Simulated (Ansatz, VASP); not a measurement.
# ZrC in two plane-wave programs

Aim: how closely do two programs agree when they are given the same cell, functional and k mesh? The cell is taken from a series of runs on this material, whose earlier steps may have relaxed, scaled, displaced or heated it; both programs get it as it stands.

Program: Ansatz 0.2.0. Level of theory: plane waves, with VASP 6.6.1 beside it; relaxation of cell and atoms at BLYP with D3(BJ). Results are calculated unless marked as measured.

### Step 1. The structure

It takes space group Fm-3m (No. 225, cubic). Conventional cell: a = 4.683 Å, b = 4.683 Å, c = 4.683 Å, α = 90.00°, β = 90.00°, γ = 90.00°. Nearest to Zr lie 6 C at 2.34 Å. Nearest to C lie 6 Zr at 2.34 Å. Farther neighbours are not listed.

### Step 2. VASP: relaxation of cell and atoms, BLYP with D3(BJ)

The relaxed volume is the usual yardstick between codes: in a stiff, nearly cubic crystal its relative difference is about their pressure difference at one cell divided by the bulk modulus.

Lines of VASP's logs that name or quote its potential files are left out, and so is its time.

Input file INCAR:

```
SYSTEM = ZrC
PREC = Accurate
ENCUT = 600
EDIFF = 1E-07
NELM = 120
ISMEAR = 0
SIGMA = 0.1
LREAL = .FALSE.
ALGO = Normal
GGA = B5
ALDAX = 1
AGGAX = 1
AGGAC = 1
ALDAC = 0
IVDW = 12
VDW_S6 = 1
VDW_S8 = 2.6996
VDW_A1 = 0.4298
VDW_A2 = 4.2359
NBANDS = 14
LASPH = .TRUE.
LORBIT = 11
LWAVE = .FALSE.
LCHARG = .FALSE.
ISIF = 3
IBRION = 2
NSW = 80
EDIFFG = -0.005
GGA_COMPAT = .FALSE.
NELMIN = 4
```

Input file POSCAR:

```
ZrC
1.0
    0.0000000000      2.3414000000      2.3414000000
    2.3414000000      0.0000000000      2.3414000000
    2.3414000000      2.3414000000      0.0000000000
Zr C
1 1
Direct
    0.0000000000      0.0000000000      0.0000000000
    0.5000000000      0.5000000000      0.5000000000
```

Input file KPOINTS:

```
Automatic mesh
0
Gamma
14 14 14
0 0 0
```

The projector-augmented-wave data sets are Zr_sv and C (PBE family, release 64).

The run is started by

```bash
> mpirun -np 1 vasp_std
```

Numbers of over 12 decimals in the logs are rounded to 6 here.

The program printed:

```text
[banner, memory and clock lines left out]
running    1 mpi-ranks, on    1 nodes
 distrk:  each k-point on    1 cores,    1 groups
 distr:  one band on    1 cores,    1 groups

 POSCAR found type information on POSCAR ZrC
 POSCAR found :  2 types and       2 ions
|                                                                             |
|               ----> ADVICE to this user running VASP <----                  |
|                                                                             |
|     You enforced a specific xc type in the INCAR file but a different       |
|     [... a line on the potential file left out ...]
|     I HOPE YOU KNOW WHAT YOU ARE DOING!                                     |
|                                                                             |

 LDA part: xc-table for (Slater(with rela. corr.)+VWN5), standard interpolation
 POSCAR, INCAR and KPOINTS ok, starting setup
 FFT: planning ... GRIDC
 FFT: planning ... GRID_SOFT
 FFT: planning ... GRID
 WAVECAR not read
 entering main loop
       N       E                     dE             d eps       ncg     rms          rms(c)
DAV:   1     0.122292761984E+03    0.12229E+03   -0.96291E+03  2912   0.129E+03
DAV:   2    -0.161197717559E+02   -0.13841E+03   -0.12942E+03  3692   0.318E+02
DAV:   3    -0.216718403582E+02   -0.55521E+01   -0.55012E+01  4168   0.581E+01
DAV:   4    -0.218130981104E+02   -0.14126E+00   -0.14120E+00  3656   0.850E+00
DAV:   5    -0.218160373621E+02   -0.29393E-02   -0.29392E-02  4058   0.978E-01    0.207E+01
DAV:   6    -0.178233017040E+02    0.39927E+01   -0.10290E+01  3432   0.270E+01    0.675E+00
DAV:   7    -0.176580935833E+02    0.16521E+00   -0.70785E-01  3306   0.744E+00    0.642E+00
DAV:   8    -0.177056166476E+02   -0.47523E-01   -0.43000E-01  3416   0.546E+00    0.738E+00
DAV:   9    -0.176514150885E+02    0.54202E-01   -0.11921E-01  3248   0.272E+00    0.739E-01
DAV:  10    -0.176512847742E+02    0.13031E-03   -0.74363E-03  3656   0.724E-01    0.454E-01
DAV:  11    -0.176510920451E+02    0.19273E-03   -0.78183E-04  3302   0.237E-01    0.404E-02
DAV:  12    -0.176510918752E+02    0.16995E-06   -0.94528E-06  3524   0.277E-02    0.160E-02
DAV:  13    -0.176510912653E+02    0.60986E-06   -0.21740E-06  3500   0.117E-02    0.263E-03
DAV:  14    -0.176510913577E+02   -0.92446E-07   -0.41019E-08  2256   0.159E-03
   1 F= -.19538396E+02 E0= -.19537667E+02  d E =-.195384E+02
 curvature:   0.00 expect dE= 0.000E+00 dE for cont linesearch  0.000E+00
 trial: gam= 0.00000 g(F)=  0.279E-60 g(S)=  0.431E-03 ort = 0.000E+00 (trialstep = 0.100E+01)
 search vector abs. value=  0.431E-03
 bond charge predicted
       N       E                     dE             d eps       ncg     rms          rms(c)
DAV:   1    -0.176428646294E+02    0.82266E-02   -0.98837E-02  3236   0.324E+00    0.706E-01
DAV:   2    -0.176402498717E+02    0.26148E-02   -0.61739E-03  3398   0.907E-01    0.197E-01
DAV:   3    -0.176397353980E+02    0.51447E-03   -0.22886E-03  4432   0.354E-01    0.553E-02
DAV:   4    -0.176397887481E+02   -0.53350E-04   -0.12549E-04  4870   0.829E-02    0.626E-02
DAV:   5    -0.176398394533E+02   -0.50705E-04   -0.28349E-05  4800   0.319E-02    0.166E-02
DAV:   6    -0.176398532409E+02   -0.13788E-04   -0.27785E-05  4436   0.314E-02    0.517E-03
DAV:   7    -0.176398533462E+02   -0.10530E-06   -0.64123E-07  3074   0.800E-03    0.129E-03
DAV:   8    -0.176398534089E+02   -0.62621E-07   -0.46879E-08  2364   0.195E-03
   2 F= -.19538255E+02 E0= -.19537525E+02  d E =0.140932E-03
 trial-energy change:    0.000141  1 .order    0.000140   -0.000431    0.000711
 step:   0.3762(harm=  0.3775)  dis= 0.00000  next Energy=   -19.538477 (dE=-0.811E-04)
 bond charge predicted
       N       E                     dE             d eps       ncg     rms          rms(c)
DAV:   1    -0.176481719315E+02   -0.83186E-02   -0.38400E-02  3224   0.202E+00    0.438E-01
DAV:   2    -0.176471690854E+02    0.10028E-02   -0.24480E-03  3416   0.570E-01    0.123E-01
DAV:   3    -0.176469671068E+02    0.20198E-03   -0.87328E-04  4394   0.219E-01    0.330E-02
DAV:   4    -0.176469859494E+02   -0.18843E-04   -0.52155E-05  4874   0.537E-02    0.391E-02
DAV:   5    -0.176470033570E+02   -0.17408E-04   -0.10003E-05  4802   0.193E-02    0.115E-02
DAV:   6    -0.176470082601E+02   -0.49031E-05   -0.11739E-05  4328   0.202E-02    0.311E-03
DAV:   7    -0.176470083887E+02   -0.12862E-06   -0.30387E-07  2732   0.524E-03    0.118E-03
DAV:   8    -0.176470083654E+02    0.23303E-07   -0.32443E-08  1948   0.183E-03
   3 F= -.19538477E+02 E0= -.19537747E+02  d E =-.810086E-04
 curvature:  -0.19 expect dE=-0.511E-08 dE for cont linesearch -0.511E-08
 trial: gam=-0.00786 g(F)=  0.392E-60 g(S)=  0.271E-07 ort = 0.342E-05 (trialstep = 0.875E+00)
 search vector abs. value=  0.102E-09
 reached required accuracy - stopping structural energy minimisation
```

OUTCAR, selected parts (step 2):

```text
ion  position               nearest neighbor table
   1  0.000  0.000  0.000-   2 2.34   2 2.34   2 2.34   2 2.34   2 2.34   2 2.34
   2  0.500  0.500  0.500-   1 2.34   1 2.34   1 2.34   1 2.34   1 2.34   1 2.34

  LATTYP: Found a face centered cubic cell.
 ALAT       =     4.6828000000

 Subroutine GETGRP returns: Found 48 space group operations
 (whereof 48 operations were pure point group operations)

The static configuration has the point symmetry O_h .

 Found    104 irreducible k-points:

   k-points           NKPTS =    104   k-points in BZ     NKDIM =    104   number of bands    NBANDS=     14

   dimension x,y,z NGX =    28 NGY =   28 NGZ =   28
   dimension x,y,z NGXF=    56 NGYF=   56 NGZF=   56

   ENCUT  =  600.0 eV  44.10 Ry    6.64 a.u.   6.61  6.61  6.61*2*pi/ulx,y,z

   NELECT =      16.0000    total number of electrons

 k-points in reciprocal lattice and weights: Automatic mesh
   0.00000000  0.00000000  0.00000000       0.000
   0.07142857  0.00000000  0.00000000       0.003
   0.14285714  0.00000000  0.00000000       0.003
   0.21428571  0.00000000  0.00000000       0.003
   0.28571429  0.00000000  0.00000000       0.003
   0.35714286  0.00000000  0.00000000       0.003
   0.42857143  0.00000000  0.00000000       0.003
   0.50000000  0.00000000  0.00000000       0.001
   0.07142857  0.07142857  0.00000000       0.002
[...]
-0.28571429  0.42857143  0.21428571       0.009
  -0.28571429  0.50000000  0.21428571       0.004

 Edisp (eV)   -1.89840

 average (electrostatic) potential at core
       1 -72.9163       2 -43.1372

 E-fermi :  10.2967

 k-point     1 :       0.0000    0.0000    0.0000
  band No.  band energies     occupation
      1     -37.8260      2.00000
      2     -15.6090      2.00000
      3     -15.6090      2.00000
      4     -15.6090      2.00000
      5      -0.9708      2.00000
      6      11.1700      0.00000
      7      11.1700      0.00000
      8      11.1700      0.00000
      9      11.3724      0.00000
     10      11.3724      0.00000
    ...

 k-point     2 :       0.0714    0.0000    0.0000
  band No.  band energies     occupation
    ...
      2     -15.6557      2.00000
      3     -15.6131      2.00000
      4     -15.6131      2.00000
      5      -0.8547      2.00000
      6      10.3290      0.64791
      7      10.5253      0.00123
      8      10.5253      0.00123
      9      11.6130      0.00000
     10      11.6130      0.00000
     11      11.9706      0.00000
    ...

 k-point     3 :       0.1429    0.0000    0.0000
  band No.  band energies     occupation
    ...
      4     -15.6243      2.00000
      5      -0.5219      2.00000
      6       9.2440      2.00000
      7       9.6296      2.00000
      8       9.6296      2.00000
      9      11.9730      0.00000
     10      11.9730      0.00000
     11      12.4551      0.00000
     12      14.9610      0.00000
     13      14.9610      0.00000
    ...

 Edisp (eV)   -1.89147

  Total      -0.00061    -0.00061    -0.00061     0.00000     0.00000    -0.00000
  in kB      -0.03825    -0.03825    -0.03825     0.00000     0.00000    -0.00000
  external pressure =       -0.04 kB  Pullay stress =        0.00 kB

  energy-cutoff  :      600.00
  volume of cell :       25.62
      direct lattice vectors                 reciprocal lattice vectors
    -0.000000000  2.339759842  2.339759842    -0.213697146  0.213697146  0.213697146
     2.339759842  0.000000000  2.339759842     0.213697146 -0.213697146  0.213697146
     2.339759842  2.339759842 -0.000000000     0.213697146  0.213697146 -0.213697146

 POSITION                                       TOTAL-FORCE (eV/Angst)
 -----------------------------------------------------------------------------------
      0.00000      0.00000      0.00000        -0.000000      0.000000     -0.000000
      2.33976      2.33976      2.33976         0.000000     -0.000000      0.000000
 -----------------------------------------------------------------------------------
    total drift:                                0.000000      0.000000      0.000000

  FREE ENERGIE OF THE ION-ELECTRON SYSTEM (eV)
  ---------------------------------------------------
  free  energy   TOTEN  =       -19.5384767276 eV

  energy  without entropy=      -19.5370180971  energy(sigma->0) =      -19.53774741

 reached required accuracy - stopping structural energy minimisation

 total charge
# of ion       s       p       d       tot
------------------------------------------
    1        2.177   6.046   1.660   9.883
    2        0.891   1.520   0.000   2.410
--------------------------------------------------
tot          3.068   7.565   1.660  12.293

[... 3 further parts left out ...]
```

Dispersion corrections of this kind ignore metallic screening and tend to overbind metals.

### Step 3. Ansatz: relaxation of cell and atoms, BLYP with D3(BJ)

Ansatz runs on its default PAW (the set named soft_2) files.

The same cell, functional (in two slightly different forms), mesh and smearing now go to Ansatz, which takes its cutoff from its data sets.

Input file input.yaml:

```yaml
crystal:
  lattice:
    - [0.0, 2.3414, 2.3414]
    - [2.3414, 0.0, 2.3414]
    - [2.3414, 2.3414, 0.0]
  atoms:
    - { symbol: Zr, position: [0.0, 0.0, 0.0] }
    - { symbol: C, position: [0.5, 0.5, 0.5] }
kpoints:
  mp_grid: { grid: [14, 14, 14] }
hamiltonian:
  xc: blyp
  dispersion: d3bj
scf:
  occupations: { method: gaussian, width: 0.1 }
output:
  forces: true
  stress: true
  eigenvalues: true
relax:
  adjacent_minimum: "off"
  f_tol: 0.005
  max_steps: 60
  cell: { stress_tol: 0.03 }
```

The run is started by

```bash
> ansatz run input.yaml --threads 4 --pin off --max-ram 8192MiB --backend cpu --events-out ev --progress --plain --runs-dir out
```

The program printed:

```text
Engine: ansatz 0.2.0, aarch64-unknown-linux-gnu
Pseudopotentials: kind: paw
Pseudopotential: Zr, paw, valence charge 12, recommended cutoff 420 eV (normal), Zr.paw.azcp
Pseudopotential: C, paw, valence charge 4, recommended cutoff 420 eV (normal), C.paw.azcp
Functional definition: BLYP
  parameter beta = 0.0042
  parameter a = 0.04918
  parameter b = 0.132
  parameter c = 0.2533
  parameter d = 0.349
  exchange = b88_x(beta = beta)
  correlation = lyp_c(a = a, b = b, c = c, d = d)
Crystal: 2 atoms, lattice volume = 25.672 Å³
Basis set: ecut = 420 eV, 531 PW (Γ), exchange–correlation on 48×48×48 points (8 copies of the dense FFT grid, shifted against one another)
Bands: 12, of which v1, the nominal top of the filled ones, is band 8 counted from 1 (7 counted from 0)
Symmetry: 48 space group operations
Space group: Fm-3m (ITA 225), of the structure as read, at distance tolerance 2.9e-5 Å
k-points: 104 of 2744
Non-local potential: Zr, projectors of the file, l = 0: 3, l = 1: 2, l = 2: 2, l = 3: 2
Non-local potential: C, projectors of the file, l = 0: 2, l = 1: 2, l = 2: 1
PAW form: soft (Blöchl's): semilocal exchange-correlation on the pseudo side does not see the compensation charge
PAW frozen core: Zr, regenerated for the run's functional, and the local potential with it (the file was generated under x = pbe(κ = 0.804, μ = 0.219515), c = pbe(β = 0.066725))
PAW frozen core: C, regenerated for the run's functional, and the local potential with it (the file was generated under x = pbe(κ = 0.804, μ = 0.219515), c = pbe(β = 0.066725))
PAW one-centre angular grid: Zr, 590 points (default); XC on 64 Gauss nodes
PAW one-centre angular grid: C, 110 points (default); XC on 64 Gauss nodes
Initial density: superposition of atomic densities (neutral atoms: chi_scale 0, normalization atom), corrected by the library's trained network
Initial wavefunctions: pseudopotential atomic-orbital guess
Functional: x = b88, c = lyp
SCF iter   1: F=—  HF=-4451.892171 eV  |F-HF|=—  |Δ(HF+E_count)|=         —  Δρ=2.42e-2  dr2=1.84e-1  ethr=1.77e-3  ⟨swp⟩=5.0  Hψ=6273  notcnv=0
preconditioner: auto → none  [metal: Δε(μ)=0.070 eV  Ē_g=18.094 eV  σ=0.100 eV  W_gap=0.38  n_scr=8 (ndim 8)  ℏωp=27.4 eV  f_vac=0.000  D(μ)=0.29/eV (n_scr^D=0)  sad-step TF]
SCF iter   2: F=—  HF=-4451.864582 eV  |F-HF|=—  |Δ(HF+E_count)|=   2.76e-2  Δρ=1.43e-2  dr2=6.88e-2  ethr=1.15e-3  ⟨swp⟩=1.0  Hψ=2085  notcnv=0
SCF iter   3: F=—  HF=-4451.848957 eV  |F-HF|=—  |Δ(HF+E_count)|=   1.56e-2  Δρ=8.75e-4  dr2=2.00e-4  ethr=4.30e-4  ⟨swp⟩=2.0  Hψ=1982  notcnv=0
SCF iter   4: F=—  HF=-4451.848970 eV  |F-HF|=—  |Δ(HF+E_count)|=   1.28e-5  Δρ=9.58e-5  dr2=1.02e-6  ethr=1.25e-6  ⟨swp⟩=2.1  Hψ=1646  notcnv=0
SCF iter   5: F=—  HF=-4451.848974 eV  |F-HF|=—  |Δ(HF+E_count)|=   4.23e-6  Δρ=1.77e-5  dr2=4.04e-8  ethr=6.41e-9  ⟨swp⟩=2.0  Hψ=2041  notcnv=0
SCF iter   6: F=-4451.848974 eV  HF=-4451.848974 eV  |F-HF|=1.27e-9  |Δ(HF+E_count)|=   4.57e-8  Δρ=2.63e-6  dr2=1.78e-9  ethr=2.52e-10  ⟨swp⟩=2.2  Hψ=4411  notcnv=0
SCF 1 converged in 6 iterations: F = -4451.848974 eV  dr2 = 1.78e-9
  greatest PAW one-centre occupation: 0.996 electrons in one spin orbital (limit 2), on the Zr atom at site 0 (counted from 0), in its partial waves of l = 0
relax step   1: F+E_penalty+E_count = -4451.84897385 eV  Δ(F+E_penalty+E_count) = +0.000e0 eV  max|allowed force component| = 4.273e-30 eV/Å  Δτ_max = 0.0000 Å  P = -1.018 GPa  Ω = 25.672 Å³  (6 SCF iters, dr2 threshold 1.00e-7 eV, accepted)
[...]
relax step   2: F+E_penalty+E_count = -4451.84941831 eV  Δ(F+E_penalty+E_count) = -4.445e-4 eV  max|allowed force component| = 1.611e-30 eV/Å  Δτ_max = 0.0000 Å  P = +0.870 GPa  Ω = 25.463 Å³  energy of the carried Pulay correction = +3.395e-4 eV  (6 SCF iters, dr2 threshold 2.00e-7 eV, accepted)
[...]
relax step   3: F+E_penalty+E_count = -4451.84951936 eV  Δ(F+E_penalty+E_count) = -1.010e-4 eV  max|allowed force component| = 3.057e-30 eV/Å  Δτ_max = 0.0000 Å  P = -0.006 GPa  Ω = 25.559 Å³  energy of the carried Pulay correction = +1.835e-4 eV  (6 SCF iters, dr2 threshold 2.00e-7 eV, accepted)
[...]
relax step   4: F+E_penalty+E_count = -4451.84935687 eV  Δ(F+E_penalty+E_count) = +1.625e-4 eV  max|allowed force component| = 2.597e-30 eV/Å  Δτ_max = 0.0000 Å  P = -0.016 GPa  Ω = 25.559 Å³  stress off target by 1.59e-2 GPa  SCF on the basis re-selected at this cell (its energy is not comparable with the rows above)  (8 SCF iters)
basis re-selected at this cell: Δ(F+E_penalty+E_count) = +1.625e-4 eV, ΔP = -0.010 GPa vs the last step (what re-selecting the basis moved, of the pressure what is left beyond the Pulay correction that the steps carried, after the strain that the cell walked since its last selection, with what the two solves' SCF thresholds leave and, on support functions, any second-order correction that the steps lacked; it is no m [...]
SCF converged after 8 iterations
Free energy (F): -4451.849357 eV
Harris-Foulkes:  -4451.849357 eV  (|F-HF|=0.00e0)
Internal energy: -4451.847902 eV  (E = F + TS)
E sigma→0 (E₀):  -4451.848629 eV
Entropy (-TS):   -0.001455 eV (-0.727 meV/atom)
Fermi energy:    15.647567 eV
--- Per-component energies (eV) ---
  E_band       = -37.442551
  E_kinetic    = 425.994771
  E_local      = -591.411374  (includes V_loc(G=0)·N_el)
  E_nonlocal   = 105.851397
  E_hartree    = 178.424438
  E_xc         = -208.522792
  E_vxc        = -248.720994  (∫ρ·V_xc dr)
  E_paw        = -3069.752368  (= ΣΔE_a)
  E_vpaw       = -86.005263  (= ΣTr[D̂ρ^β])
  E_aug_tail   = 0.000035  (compensation charges beyond the density's cutoff)
  E_ewald      = -1290.618278
  E_disp       = -1.896283  (pairwise vdW)
  E_core_change = 0.082552  (= ΣΔE_core)
  E_smearing   = -0.001455  (= −TS)
  E_closure    = 0.000000  (closes the sum)
  Σ components = -4451.849357   (vs F -4451.849357, Δ=0.00e0)
--- Forces (eV/Å), atoms counted from 1 ---
  atom   1  Zr    -0.00000000     0.00000000     0.00000000
  atom   2  C      0.00000000    -0.00000000     0.00000000
  max |Σ_I F_I| component: 3.22e-30 eV/Å
--- Stress (GPa, compression-positive) ---
       -0.015854      -0.000000      -0.000000
       -0.000000      -0.015854      -0.000000
        0.000000      -0.000000      -0.015854
  P = ⅓ Tr σ = -0.0159 GPa (-0.159 kbar)
--- Band table (eV; the first three rows and the last of 104) ---
  k-point 0: bands = [... 4 lower, 4.3505, 16.5209, 16.5209, 16.5209, 16.7320, 16.7320, 16.7320, 18.4423]
  k-point 1: bands = [... 4 lower, 4.4673, 15.6810, 15.8776, 15.8776, 16.9724, 16.9724, 17.3280, 19.0858]
  k-point 2: bands = [... 4 lower, 4.8022, 14.5933, 14.9810, 14.9810, 17.3337, 17.3337, 17.8131, 20.3264]
  k-point 103: bands = [... 4 lower, 6.0940, 13.0728, 13.3823, 13.4052, 18.3072, 19.5184, 21.2588, 22.4302]
--- Relaxed structure (3 steps of the walk, 3 accepted, 1 SCFs on fresh bases) ---
  F+E_penalty+E_count = -4451.84935687 eV   max|allowed force component| = 2.597e-30 eV/Å   (the final SCF, on the basis selected at the relaxed cell)
  cell:  # Å, volume = 25.5589 Å³
    - [0, 2.337963, 2.337963]
    - [2.337963, 0, 2.337963]
    - [2.337963, 2.337963, 0]
  atoms:
    - { symbol: Zr, position: [0, 0, 0] }
    - { symbol: C, position: [0.5, 0.5, 0.5] }
```

Reading the cycles: dr2 is the Hartree energy of the density residual (eV), the measure of convergence; HF is the Harris–Foulkes estimate of the energy, which meets the free energy F at convergence.

### Step 4. Side by side

Known differences besides the potentials themselves: the cutoff is 420 eV in Ansatz and 600 eV in VASP; Ansatz makes its cores anew for this functional, VASP keeps those of its PBE data sets; VASP's log shows a relativistic correction to its local exchange, Ansatz's none; Ansatz adds a Pulay correction to the stress that steers its cell, VASP none. Total energies have different zeros and are not compared.

Compared:

| quantity | Ansatz | VASP | difference |
| --- | --- | --- | --- |
| volume (Å³) | 25.56 | 25.62 | -0.23 % |
| edge a after relaxation, in the typed setting (Å) | 3.306 | 3.309 | -0.08 % |

### Step 5. Results

```
difference in volume (relaxation of cell and atoms, BLYP with D3(BJ)) : -0.23 %
```

The difference in volume is -0.23 % (relaxation of cell and atoms, BLYP with D3(BJ)), within the 1.2 % picked in this series as the mark of a large difference, as far as the stopping tolerances let one tell. 1 further run of this series is not shown here. How closely two codes agree says nothing of how well the functional describes the real material.

[Lines on the potential files, build, host, timing and source positions are cut from VASP's logs without a mark.]

[Logs are printed without paths, hosts, clocks, repeated set-up lines and the standing remarks that a program may print on its own settings, such as how far it seeks lower states.]

[Hosts, paths, dates, database ids (printed as entryN), source tags and the programs' standing remarks are cut or masked in the printed files.]
